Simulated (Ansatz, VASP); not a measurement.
# Cross-check of Si9Ge28H28 (H-capped Ge nanowire along [001] with a Si core) between VASP and Ansatz

One calculation is typed for both programs; each brings its own data sets. How far apart do they land? The cell is taken from a series of runs on this material, whose earlier steps may have relaxed, scaled, displaced or heated it; both programs get it as it stands.

Main program and level: Ansatz 0.2.0; plane waves, with VASP 6.6.1 beside it; single point at PBE.

**1. The structure**

The cell holds 65 atoms: 28 Ge, 9 Si and 28 H. Cell: a = 26.501 Å, b = 26.501 Å, c = 5.658 Å, α = 90.0°, β = 90.0°, γ = 90.0°. It derives from Ge (diamond-structure). As first built, before any earlier steps moved the atoms (in the runner's words): round section of size parameter 6.53 A cut from diamond-structure Ge (a = 5.658 A) along [001], 1 periods, broken bonds capped with H, Si core of radius 3.59 A. Vacuum lies along a and b. The structure's axis is c.

**2. Ansatz: single point, PBE**

Ansatz runs on its PAW soft_1 files.

A single point gives forces, pressure and levels at one fixed geometry, so differences don't come from the geometry; what else differs is listed under the comparison.

input.yaml reads:

```yaml
crystal:
  lattice:
    - [26.50091, 0.0, 0.0]
    - [0.0, 26.50091, 0.0]
    - [0.0, 0.0, 5.658]
  atoms:
    - { symbol: Ge, position: [0.34999, 0.35006, 0.25023] }
    - { symbol: Ge, position: [0.35106, 0.4251, 0.50429] }
    - { symbol: Ge, position: [0.27011, 0.42885, 0.71787] }
    - { symbol: Ge, position: [0.27352, 0.49997, 0.99526] }
    - { symbol: Ge, position: [0.351, 0.49994, 0.24051] }
    - { symbol: Ge, position: [0.35111, 0.57478, 0.50429] }
    - { symbol: Ge, position: [0.27016, 0.5711, 0.71791] }
    - { symbol: Ge, position: [0.3501, 0.64983, 0.25028] }
    - { symbol: Ge, position: [0.49985, 0.27349, 0.50523] }
    - { symbol: Ge, position: [0.42873, 0.27012, 0.7826] }
    - { symbol: Ge, position: [0.42504, 0.35107, 0.99621] }
    - { symbol: Ge, position: [0.49989, 0.35096, 0.25998] }
    - { symbol: Si, position: [0.49991, 0.42683, 0.50364] }
    - { symbol: Si, position: [0.42645, 0.42646, 0.75025] }
    - { symbol: Si, position: [0.42687, 0.49992, 0.99688] }
    - { symbol: Si, position: [0.49993, 0.49989, 0.25026] }
    - { symbol: Si, position: [0.49996, 0.57296, 0.50364] }
    - { symbol: Si, position: [0.4265, 0.57337, 0.75025] }
    - { symbol: Ge, position: [0.42514, 0.64876, 0.99621] }
    - { symbol: Ge, position: [0.49998, 0.64882, 0.25998] }
    - { symbol: Ge, position: [0.5, 0.7263, 0.50523] }
    - { symbol: Ge, position: [0.42889, 0.72972, 0.78263] }
    - { symbol: Ge, position: [0.57097, 0.27007, 0.78265] }
    - { symbol: Ge, position: [0.57473, 0.35102, 0.99621] }
    - { symbol: Ge, position: [0.64977, 0.34995, 0.2503] }
    - { symbol: Ge, position: [0.64876, 0.425, 0.50431] }
    - { symbol: Si, position: [0.57337, 0.42641, 0.75027] }
    - { symbol: Si, position: [0.573, 0.49987, 0.99689] }
    - { symbol: Ge, position: [0.64886, 0.49984, 0.24054] }
    - { symbol: Ge, position: [0.64881, 0.57469, 0.50432] }
    - { symbol: Si, position: [0.57341, 0.57333, 0.75026] }
    - { symbol: Ge, position: [0.57482, 0.64872, 0.99621] }
    - { symbol: Ge, position: [0.64986, 0.64974, 0.2503] }
    - { symbol: Ge, position: [0.57112, 0.72967, 0.78263] }
    - { symbol: Ge, position: [0.72971, 0.42869, 0.71793] }
    - { symbol: Ge, position: [0.72634, 0.49982, 0.9953] }
    - { symbol: Ge, position: [0.72975, 0.57094, 0.71796] }
    - { symbol: H, position: [0.30041, 0.35119, 0.10754] }
    - { symbol: H, position: [0.35107, 0.30047, 0.39285] }
    - { symbol: H, position: [0.25832, 0.3772, 0.82988] }
    - { symbol: H, position: [0.22874, 0.44086, 0.53372] }
    - { symbol: H, position: [0.22591, 0.49998, 0.15404] }
    - { symbol: H, position: [0.22877, 0.55914, 0.53379] }
    - { symbol: H, position: [0.25843, 0.62275, 0.82999] }
    - { symbol: H, position: [0.30051, 0.64876, 0.10766] }
    - { symbol: H, position: [0.35124, 0.69942, 0.39295] }
    - { symbol: H, position: [0.49984, 0.22587, 0.34646] }
    - { symbol: H, position: [0.37707, 0.25838, 0.67057] }
    - { symbol: H, position: [0.4407, 0.22874, 0.96673] }
    - { symbol: H, position: [0.50001, 0.77392, 0.34645] }
    - { symbol: H, position: [0.37723, 0.74151, 0.67067] }
    - { symbol: H, position: [0.4409, 0.77108, 0.96679] }
    - { symbol: H, position: [0.62262, 0.25826, 0.67067] }
    - { symbol: H, position: [0.55895, 0.2287, 0.96681] }
    - { symbol: H, position: [0.69936, 0.35103, 0.1077] }
    - { symbol: H, position: [0.64863, 0.30037, 0.39299] }
    - { symbol: H, position: [0.69946, 0.64863, 0.1077] }
    - { symbol: H, position: [0.64875, 0.69932, 0.39298] }
    - { symbol: H, position: [0.62278, 0.74144, 0.67065] }
    - { symbol: H, position: [0.55913, 0.77104, 0.96679] }
    - { symbol: H, position: [0.74145, 0.37703, 0.82998] }
    - { symbol: H, position: [0.77109, 0.44066, 0.53381] }
    - { symbol: H, position: [0.77396, 0.4998, 0.15409] }
    - { symbol: H, position: [0.77113, 0.55896, 0.53384] }
    - { symbol: H, position: [0.74152, 0.62259, 0.83004] }
kpoints:
  mp_grid: { grid: [1, 1, 2] }
hamiltonian:
  xc: pbe
  pseudopotentials: { kind: paw, azcp: { folder: soft_1 } }
scf:
  occupations: { method: fixed }
output:
  forces: true
  populations: true
  dos:
    method: { smearing: { sigma: 0.08 } }
    de: 0.1
    projected: { site_lists: { Ge: [Ge], H: [H], Si: [Si] } }
  eigenvalues: true
```

Command:

```console
$ ansatz run input.yaml --threads 16 --pin off --max-ram 31232MiB --backend cpu --events-out ev --progress --plain --runs-dir out
```

Numbers of over 12 decimals in the logs are rounded to 6 here.

Log:

```text
Engine: ansatz 0.2.0, aarch64-unknown-linux-gnu
Pseudopotentials: kind: paw
Pseudopotential: Ge, paw, valence charge 14, recommended cutoff 420 eV (normal), soft_1/Ge.paw.azcp
Pseudopotential: Si, paw, valence charge 4, recommended cutoff 420 eV (normal), soft_1/Si.paw.azcp
Pseudopotential: H, paw, valence charge 1, recommended cutoff 420 eV (normal), soft_1/H.paw.azcp
Functional definition: PBE
  parameter kappa = 0.804
  parameter beta = 0.066725
  exchange = pbe_x(kappa = kappa, mu = beta*pi^2/3)
  correlation = pbe_c(beta = beta)
Crystal: 65 atoms, lattice volume = 3973.603 Å³
Basis set: ecut = 420 eV, 77807 PW (Γ), exchange–correlation on 360×360×80 points (8 copies of the dense FFT grid, shifted against one another)
Bands: 293, of which v1, the nominal top of the filled ones, is band 228 counted from 1 (227 counted from 0)
Symmetry: 1 space group operations
Space group: P1 (ITA 1), of the structure as read, at distance tolerance 1.6e-4 Å
k-points: 2
Non-local potential: Ge, projectors of the file, l = 0: 2, l = 1: 2, l = 2: 3, l = 3: 1
Non-local potential: Si, projectors of the file, l = 0: 2, l = 1: 2, l = 2: 1
Non-local potential: H, projectors of the file, l = 0: 2, l = 1: 1
PAW form: soft (Blöchl's): semilocal exchange-correlation on the pseudo side does not see the compensation charge
PAW one-centre angular grid: Ge, 590 points (default); XC on 64 Gauss nodes
PAW one-centre angular grid: Si, 110 points (default); XC on 64 Gauss nodes
PAW one-centre angular grid: H, 110 points (default); XC on 64 Gauss nodes
Initial density: superposition of atomic densities (neutral atoms: chi_scale 0, normalization atom)
Initial wavefunctions: pseudopotential atomic-orbital guess
Functional: x = pbe(κ = 0.804, μ = 0.219515), c = pbe(β = 0.066725)
SCF iter   1: F=—  HF=-126427.013497 eV  |F-HF|=—  |Δ(HF+E_count)|=         —  Δρ=2.89e-2  dr2=2.76e1  ethr=3.10e-3  ⟨swp⟩=6.0  Hψ=1876  notcnv=0  defer=119
preconditioner: auto → Resta (q_TF=auto, 1.902 Å⁻¹)  ε∞=1.7  [insulator: Δε(μ)=2.117 eV  Ē_g=9.277 eV  n_scr=470 (ndim 8)  ℏωp=7.8 eV  f_vac=0.681  ε∞_Penn≈1.7  vacuum switching on, ρ_ref=6.2e-3 e/Å³]
SCF iter   2: F=—  HF=-126421.128552 eV  |F-HF|=—  |Δ(HF+E_count)|=    5.88e0  Δρ=1.31e-2  dr2=6.38e0  ethr=3.10e-3  ⟨swp⟩=2.5  Hψ=790  notcnv=0  defer=123
SCF iter   3: F=—  HF=-126420.047118 eV  |F-HF|=—  |Δ(HF+E_count)|=    1.08e0  Δρ=2.87e-3  dr2=2.75e0  ethr=1.40e-3  ⟨swp⟩=3.5  Hψ=671  notcnv=0  defer=122
SCF iter   4: F=—  HF=-126419.680539 eV  |F-HF|=—  |Δ(HF+E_count)|=   3.67e-1  Δρ=1.33e-3  dr2=4.26e-1  ethr=6.04e-4  ⟨swp⟩=3.0  Hψ=757  notcnv=0  defer=123
SCF iter   5: F=—  HF=-126419.638688 eV  |F-HF|=—  |Δ(HF+E_count)|=   4.19e-2  Δρ=7.15e-4  dr2=1.34e-2  ethr=9.35e-5  ⟨swp⟩=4.0  Hψ=569  notcnv=0  defer=125
SCF iter   6: F=—  HF=-126419.647323 eV  |F-HF|=—  |Δ(HF+E_count)|=   8.63e-3  Δρ=2.07e-4  dr2=1.61e-3  ethr=2.94e-6  ⟨swp⟩=3.0  Hψ=652  notcnv=0  defer=125
SCF iter   7: F=—  HF=-126419.648742 eV  |F-HF|=—  |Δ(HF+E_count)|=   1.42e-3  Δρ=4.30e-5  dr2=9.79e-5  ethr=3.53e-7  ⟨swp⟩=3.0  Hψ=1095  notcnv=0  defer=125
SCF iter   8: F=—  HF=-126419.648577 eV  |F-HF|=—  |Δ(HF+E_count)|=   1.64e-4  Δρ=1.68e-5  dr2=1.43e-5  ethr=2.15e-8  ⟨swp⟩=2.0  Hψ=1042  notcnv=0  defer=125
SCF iter   9: F=—  HF=-126419.648597 eV  |F-HF|=—  |Δ(HF+E_count)|=   1.97e-5  Δρ=7.09e-6  dr2=1.47e-5  ethr=3.13e-9  ⟨swp⟩=2.0  Hψ=920  notcnv=0  defer=125
SCF iter  10: F=—  HF=-126419.648597 eV  |F-HF|=—  |Δ(HF+E_count)|=   1.33e-7  Δρ=2.80e-6  dr2=1.67e-6  ethr=3.13e-9  ⟨swp⟩=2.0  Hψ=580  notcnv=0  defer=125
SCF iter  11: F=-126419.648597 eV  HF=-126419.648597 eV  |F-HF|=9.05e-8  |Δ(HF+E_count)|=   2.29e-7  Δρ=1.11e-6  dr2=7.68e-8  ethr=2.19e-11  ⟨swp⟩=18.0  Hψ=4125  notcnv=0
SCF 1 converged in 11 iterations: F = -126419.648597 eV  dr2 = 7.68e-8
  greatest PAW one-centre occupation: 0.998 electrons in one spin orbital (limit 2), on the Ge atom at site 33 (counted from 0), in its partial waves of l = 2
SCF converged after 11 iterations
Free energy (F): -126419.648597 eV
Harris-Foulkes:  -126419.648597 eV  (|F-HF|=9.05e-8)
Internal energy: -126419.648597 eV  (E = F + TS)
E sigma→0 (E₀):  -126419.648597 eV
Fermi energy:    -2.529467 eV
--- Per-component energies (eV) ---
  E_band       = -8546.666907
  E_kinetic    = 3308.071964
  E_local      = -416446.601596  (includes V_loc(G=0)·N_el)
  E_nonlocal   = 6335.984002
  E_hartree    = 204521.034906
  E_xc         = -2740.258757
  E_vxc        = -2543.710124  (∫ρ·V_xc dr)
  E_paw        = -61018.987515  (= ΣΔE_a)
  E_vpaw       = -8242.466349  (= ΣTr[D̂ρ^β])
  E_aug_tail   = -0.025696  (compensation charges beyond the density's cutoff)
  E_ewald      = 139621.134094
  E_smearing   = -0.000000  (= −TS)
  E_closure    = -0.000000  (closes the sum)
  Σ components = -126419.648597   (vs F -126419.648597, Δ=0.00e0)
--- Forces (eV/Å), atoms counted from 1 ---
[...]
atom  43  H     -0.04391126     0.02189674    -0.04227116
  atom  44  H     -0.07202423     0.02336938     0.02162725
  atom  45  H     -0.01748608     0.05112704    -0.02267716
  atom  46  H     -0.05136288     0.01504214     0.02144636
  atom  47  H     -0.00007123    -0.03103744    -0.06273918
  atom  48  H     -0.02099597    -0.07154338    -0.02076836
  atom  49  H     -0.02152024    -0.04505892     0.04305222
  atom  50  H      0.00027008     0.03059196    -0.06245676
  atom  51  H     -0.01944425     0.07109222    -0.02021913
  atom  52  H     -0.02129289     0.04559438     0.04362390
  atom  53  H      0.02073611    -0.07107214    -0.02076990
  atom  54  H      0.02203442    -0.04283952     0.04149460
  atom  55  H      0.01813865    -0.05150581    -0.02318360
  atom  56  H      0.05140196    -0.01728836     0.02245876
  atom  57  H      0.01499315     0.05165720    -0.02143194
  atom  58  H      0.05145410     0.01783383     0.02288592
  atom  59  H      0.02039225     0.07104201    -0.02047577
  atom  60  H      0.02163965     0.04479845     0.04295909
  atom  61  H      0.07132352    -0.02030317     0.02040749
  atom  62  H      0.04550141    -0.02160002    -0.04358374
  atom  63  H      0.03023469     0.00018609     0.06222835
  atom  64  H      0.04482563     0.02128407    -0.04305571
  atom  65  H      0.07127004     0.02042154     0.02056161
  max |Σ_I F_I| component: 2.85e-5 eV/Å
--- Band table (eV) ---
  k-point 0: bands = [... 224 lower, -2.7300, -2.7298, -2.6841, -2.5295, -0.4839, -0.4434, -0.4433, -0.2054, ... 61 higher]
  k-point 1: bands = [... 224 lower, -3.1369, -3.1366, -3.0210, -3.0078, -0.5264, -0.1820, -0.0931, -0.0930, ... 61 higher]
--- Löwdin populations: 65 sites ---
  site symbol       q [e]
     0     Ge     13.8711
     1     Ge     14.0164
     2     Ge     13.8666
     3     Ge     13.9385
     4     Ge     14.0024
     5     Ge     14.0164
     6     Ge     13.8665
     7     Ge     13.8712
     8     Ge     13.9384
     9     Ge     13.8665
    10     Ge     14.0164
    11     Ge     14.0024
    12     Si      3.9449
    13     Si      3.9184
    14     Si      3.9448
    15     Si      3.9682
    16     Si      3.9448
    17     Si      3.9184
    18     Ge     14.0164
    19     Ge     14.0024
    20     Ge     13.9384
    21     Ge     13.8666
    22     Ge     13.8666
    23     Ge     14.0164
[...]
57      H      1.0161
    58      H      1.0093
    59      H      1.0134
    60      H      1.0093
    61      H      1.0134
    62      H      1.0080
    63      H      1.0134
    64      H      1.0093
  spilling = 0.004221 (of n_electrons = 456.000000)
```

The column dr2 measures how far the density is from self-consistency, as an energy; F and HF (Harris–Foulkes) agree once it is small.

[end of part 1 of 2]

[Lines on the potential files, build, host, timing and source positions are cut from VASP's logs without a mark.]

[Logs are printed without paths, hosts, clocks, repeated set-up lines and the standing remarks that a program may print on its own settings, such as how far it seeks lower states.]

[Hosts, paths, dates, database ids (printed as entryN), source tags and the programs' standing remarks are cut or masked in the printed files.]
